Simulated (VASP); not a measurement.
Consider the following.

```yaml
crystal:
  lattice:
    - [0.00000, 2.96312, 2.96312]
    - [2.96312, 0.00000, 2.96312]
    - [2.96312, 2.96312, 0.00000]
  atoms:
    - { symbol: Sr, position: [0.00000, 0.00000, 0.00000] }
```

These are rev-vdW-DF2, VASP's PBE PAW potentials (set 64) (plane waves; VASP) values and carry that method's errors. Settings: 520 eV cut-off, Gaussian smearing of 0.050 eV, potentials Sr_sv.

Question: Give the energies of bands 5 to 8 at the high-symmetry points, in eV from the Fermi level.

Answer: 
```tsv
band	Γ	X	U	L	W
5	-3.77	-0.75	-0.17	-1.20	-0.01
6	2.33	0.25	0.19	0.14	0.63
7	2.33	1.18	0.90	2.17	0.63
8	2.33	4.99	3.49	2.17	2.31
```

It has no gap at this level: it comes out as a metal or semimetal.

The compound is Sr in the fcc structure. It was relaxed first, which changed the volume by -7 %.
